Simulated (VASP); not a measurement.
Method: r2SCAN meta-GGA, VASP's PBE PAW potentials (set 64) (plane waves; VASP 6.6.1).

Input for VASP

**INCAR**
```
NELM  =  100   ! most electronic steps
LCHARG  =  .FALSE.
LREAL  =  .FALSE.   ! projection in real space or not
ALGO  =  Normal   ! blocked Davidson
SYSTEM  =  NbTe
ISMEAR  =  1   ! Methfessel-Paxton
ISIF  =  3   ! ions, shape and volume
LMAXMIX  =  4   ! l cut-off of mixed one-centre charges
LASPH  =  .TRUE.
PREC  =  Accurate
IBRION  =  2   ! conjugate gradients
ENCUT  =  400   ! plane-wave cut-off (eV)
METAGGA  =  R2SCAN
LMIXTAU  =  .TRUE.
EDIFFG  =  -0.02   ! ionic stop
EDIFF  =  1E-6
NSW  =  60   ! most ionic steps
LWAVE  =  .FALSE.
SIGMA  =  0.1   ! width (eV)
```

File KPOINTS:
```
Automatic mesh
0
Gamma
9 9 3
0 0 0
```

**POSCAR**
```
NbTe
1
    3.4365610412    -0.0000000000     0.0000000000
   -1.7182805206     2.9761492012     0.0000000000
   -0.0000000000     0.0000000000     9.3753866573
Nb Te
2 2
Direct
  0.3333330000   0.6666670000   0.0375392977
  0.6666670000   0.3333330000   0.5375392977
  0.3333330000   0.6666670000   0.3374607023
  0.6666670000   0.3333330000   0.8374607023
```

POTCAR, in this order: Nb_sv Te (PBE.64 set). Program: vasp_std.

The run wrote:

OUTCAR:
```
 ion  position               nearest neighbor table
   1  0.333  0.667  0.038-   4 2.73   4 2.73   4 2.73   3 2.81
   2  0.667  0.333  0.538-   3 2.73   3 2.73   3 2.73   4 2.81
   3  0.333  0.667  0.337-   2 2.73   2 2.73   2 2.73   1 2.81
   4  0.667  0.333  0.837-   1 2.73   1 2.73   1 2.73   2 2.81
  LATTYP: Found a hexagonal cell.
 ALAT       =     3.4365610412
 C/A-ratio  =     2.7281304027
 Subroutine PRICEL returns:
 Original cell was already a primitive cell.
 Subroutine GETGRP returns: Found 12 space group operations
The static configuration has the point symmetry C_3v.
 The point group associated with its full space group is C_6v.
The dynamic configuration has the point symmetry C_3v.
 Subroutine INISYM returns: Found 12 space group operations
 Subroutine IBZKPT returns following result:
 Found     24 irreducible k-points:

 Following reciprocal coordinates:
            Coordinates               Weight
  0.000000  0.000000  0.000000      1.000000
  0.111111 -0.000000  0.000000      6.000000
  0.222222 -0.000000  0.000000      6.000000
  0.333333 -0.000000  0.000000      6.000000
  0.444444 -0.000000  0.000000      6.000000
  0.111111  0.111111  0.000000      6.000000
  0.222222  0.111111  0.000000     12.000000
  0.333333  0.111111  0.000000     12.000000
  0.444444  0.111111  0.000000      6.000000
  0.222222  0.222222  0.000000      6.000000
  0.333333  0.222222  0.000000     12.000000
  0.333333  0.333333  0.000000      2.000000
  0.000000  0.000000  0.333333      2.000000
  0.111111 -0.000000  0.333333     12.000000
  0.222222 -0.000000  0.333333     12.000000
  0.333333 -0.000000  0.333333     12.000000
  0.444444 -0.000000  0.333333     12.000000
  0.111111  0.111111  0.333333     12.000000
  0.222222  0.111111  0.333333     24.000000
  0.333333  0.111111  0.333333     24.000000
  0.444444  0.111111  0.333333     12.000000
  0.222222  0.222222  0.333333     12.000000
  0.333333  0.222222  0.333333     24.000000
  0.333333  0.333333  0.333333      4.000000
   k-points           NKPTS =     24   k-points in BZ     NKDIM =     24   number of bands    NBANDS=     23
   number of dos      NEDOS =    301   number of ions     NIONS =      4
   total plane-waves  NPLWV =  36864
   dimension x,y,z NGX =    24 NGY =   24 NGZ =   64
   dimension x,y,z NGXF=    48 NGYF=   48 NGZF=  128
   ions per type =               2   2
   PREC   = accura    normal or accurate (medium, high low for compatibility)
   ISTART =      0    job   : 0-new  1-cont  2-samecut
   ICHARG =      2    charge: 1-file 2-atom 10-const
   ISPIN  =      1    spin polarized calculation?
   LNONCOLLINEAR =      F non collinear calculations
   LSORBIT =      F    spin-orbit coupling
   INIWAV =      1    electr: 0-lowe 1-rand  2-diag
   ENCUT  =  400.0 eV  29.40 Ry    5.42 a.u.   5.60  5.60 15.29*2*pi/ulx,y,z
   NELM   =    100;   NELMIN=  2; NELMDL= -5     # of ELM steps
   EDIFF  = 0.1E-05   stopping-criterion for ELM
   LREAL  =      F    real-space projection
   NLSPLINE    = F    spline interpolate recip. space projectors
   LMAXMIX     =    4 max onsite mixed and CHGCAR
   VOSKOWN=      0    Vosko Wilk Nusair interpolation
   EDIFFG = -.2E-01   stopping-criterion for IOM
   NSW    =     60    number of steps for IOM
   NBLOCK =      1;   KBLOCK =     60    inner block; outer block
   IBRION =      2    ionic relax: 0-MD 1-quasi-New 2-CG
   NFREE  =      1    steps in history (QN), initial steepest desc. (CG)
   ISIF   =      3    stress and relaxation
   ISYM   =      2    0-nonsym 1-usesym 2-fastsym
   TEIN   =    0.0    initial temperature
   TEBEG  =    0.0;   TEEND  =   0.0 temperature during run
   SMASS  =  -3.00    Nose mass-parameter (am)
   PSTRESS=    0.0 pullay stress
...
```

**OSZICAR**
```
       N       E                     dE             d eps       ncg     rms          rms(c)
DAV:   1     0.223641117602E+03    0.22364E+03   -0.17998E+04  1176   0.132E+03
DAV:   2    -0.849256656983E+02   -0.30857E+03   -0.30460E+03  1423   0.463E+02
DAV:   3    -0.112052133364E+03   -0.27126E+02   -0.26758E+02  1969   0.101E+02
DAV:   4    -0.114681502060E+03   -0.26294E+01   -0.26129E+01  1709   0.279E+01
DAV:   5    -0.114805082005E+03   -0.12358E+00   -0.12338E+00  1834   0.601E+00    0.142E+01
DAV:   6    -0.105713869746E+03    0.90912E+01   -0.84078E+00  1809   0.275E+01    0.561E+00
DAV:   7    -0.101139905715E+03    0.45740E+01   -0.11384E+00  1188   0.794E+00    0.329E+00
DAV:   8    -0.102635218464E+03   -0.14953E+01   -0.21362E+00  1720   0.940E+00    0.198E+00
DAV:   9    -0.101008265794E+03    0.16270E+01   -0.31613E-01  1592   0.402E+00    0.119E+00
DAV:  10    -0.999823905921E+02    0.10259E+01   -0.71427E-01  1722   0.626E+00    0.407E-01
DAV:  11    -0.999017167395E+02    0.80674E-01   -0.88782E-02  1265   0.227E+00    0.325E-01
DAV:  12    -0.998183536204E+02    0.83363E-01   -0.83553E-02  1300   0.175E+00    0.268E-01
DAV:  13    -0.999540366814E+02   -0.13568E+00   -0.58748E-02  1216   0.146E+00    0.173E-01
DAV:  14    -0.100000218953E+03   -0.46182E-01   -0.19473E-02  1405   0.887E-01    0.140E-01
DAV:  15    -0.100011113965E+03   -0.10895E-01   -0.85682E-03  1547   0.629E-01    0.960E-02
DAV:  16    -0.100011500399E+03   -0.38643E-03   -0.11252E-03  1477   0.199E-01    0.672E-02
DAV:  17    -0.100008516774E+03    0.29836E-02   -0.94702E-03  1385   0.661E-01    0.113E-01
DAV:  18    -0.100009772020E+03   -0.12552E-02   -0.40532E-03  1258   0.525E-01    0.118E-01
DAV:  19    -0.100013067205E+03   -0.32952E-02   -0.30581E-03  1348   0.373E-01    0.464E-02
DAV:  20    -0.100012921126E+03    0.14608E-03   -0.11661E-03  1681   0.162E-01    0.509E-02
DAV:  21    -0.100013064336E+03   -0.14321E-03   -0.12019E-04  1363   0.794E-02    0.410E-02
DAV:  22    -0.100013106564E+03   -0.42228E-04   -0.11191E-04  1707   0.554E-02    0.132E-02
DAV:  23    -0.100013127444E+03   -0.20880E-04   -0.20431E-05  1664   0.269E-02    0.723E-03
DAV:  24    -0.100013116006E+03    0.11438E-04   -0.45712E-06  1185   0.165E-02    0.486E-03
DAV:  25    -0.100013127066E+03   -0.11060E-04   -0.14092E-06   910   0.986E-03    0.357E-03
DAV:  26    -0.100013128313E+03   -0.12465E-05   -0.47270E-07   846   0.585E-03    0.204E-03
DAV:  27    -0.100013124670E+03    0.36425E-05   -0.33715E-07   811   0.554E-03    0.164E-03
DAV:  28    -0.100013127269E+03   -0.25983E-05   -0.77330E-08   825   0.305E-03    0.113E-03
DAV:  29    -0.100013125685E+03    0.15837E-05   -0.42475E-08   804   0.202E-03    0.917E-04
DAV:  30    -0.100013124961E+03    0.72426E-06   -0.38942E-08   797   0.170E-03
   1 F= -.10001312E+03 E0= -.10001368E+03  d E =-.100013E+03
```

**OUTCAR**
```
------------------------ aborting loop because EDIFF is reached ----------------------------------------
  FORCE on cell =-STRESS in cart. coord.  units (eV):
  Direction    XX          YY          ZZ          XY          YZ          ZX
  --------------------------------------------------------------------------------------
  Total        0.0514451      0.0514451     -0.0267225      0.0000000     -0.0000000      0.0000000
  in kB        0.8595801      0.8595801     -0.4464975      0.0000000     -0.0000000      0.0000000
  external PRESSURE =       0.4242209 kB  Pullay stress =       0.0000000 kB
  volume of cell :       95.89
      direct lattice vectors                 reciprocal lattice vectors
     3.436561041  0.000000000  0.000000000     0.290988575  0.168002330  0.000000000
    -1.718280521  2.976149201  0.000000000     0.000000000  0.336004660  0.000000000
     0.000000000  0.000000000  9.375386657     0.000000000  0.000000000  0.106662268
 POSITION                                       TOTAL-FORCE (eV/Angst)
 -----------------------------------------------------------------------------------
     -0.00000      1.98410      0.35195         0.000000     -0.000000      0.012508
      1.71828      0.99205      5.03964        -0.000000      0.000000      0.012508
     -0.00000      1.98410      3.16382         0.000000     -0.000000     -0.012508
      1.71828      0.99205      7.85152         0.000000     -0.000000     -0.012508
 -----------------------------------------------------------------------------------
    total drift:                               -0.003484      0.002011      0.001108
  FREE ENERGIE OF THE ION-ELECTRON SYSTEM (eV)
  ---------------------------------------------------
  free  energy   TOTEN  =      -100.0131249607 eV

  energy  without entropy=     -100.0147866159  energy(sigma->0) =     -100.01367885

 reached required accuracy - stopping structural energy minimisation
```
(Selected blocks of OUTCAR.)

File OUTCAR:
```
 val. band max:        8.8580948440   @ k =   0.2222   0.2222   0.0000

 cond. band min:       8.8933356916   @ k =   0.3333  -0.0000   0.3333


 Fermi energy:         8.8801455135

 k-point     1 :       0.0000    0.0000    0.0000
  band No.  band energies     occupation
      1     -47.9117      2.00000
      2     -47.9115      2.00000
      3     -23.3828      2.00000
      4     -23.3660      2.00000
      5     -23.1236      2.00000
      6     -23.1236      2.00000
      7     -23.1224      2.00000
      8     -23.1224      2.00000
      9      -4.8789      2.00000
     10      -4.3562      2.00000
     11       2.5056      2.00000
     12       4.1335      2.00000
     13       7.3390      2.00000
     14       7.4174      2.00000
     15       7.8642      2.00000
     16       7.8643      2.00000
     17       8.1808      2.00000
     18       8.1808      2.00000
     19       9.6447     -0.00000
     20       9.6447     -0.00000
     21      10.0758     -0.00000
     22      10.0758     -0.00000
     23      11.9883      0.00000

 k-point     2 :       0.1111   -0.0000    0.0000
  band No.  band energies     occupation
      1     -47.9087      2.00000
      2     -47.9086      2.00000
      3     -23.3766      2.00000
      4     -23.3607      2.00000
      5     -23.1548      2.00000
      6     -23.1537      2.00000
      7     -23.1309      2.00000
      8     -23.1296      2.00000
      9      -4.6966      2.00000
     10      -4.1966      2.00000
     11       2.7359      2.00000
     12       4.2519      2.00000
     13       6.9516      2.00000
     14       7.2854      2.00000
     15       7.7538      2.00000
     16       7.8114      2.00000
     17       7.9300      2.00000
     18       8.2178      2.00000
     19       9.3182     -0.00000
     20       9.6446     -0.00000
     21       9.8061     -0.00000
     22      10.0303     -0.00000
     23      11.3435      0.00000

 k-point     3 :       0.2222   -0.0000    0.0000
...
```

Unless said otherwise, spin-orbit coupling is left out, though it shifts the bands of the heavy elements here.

The structure was generated: NbTe was put into the wurtzite type (P6_3mc), which need not be its known phase. It was relaxed first, which changed the volume by -43 %. The start is the result of an earlier pass.
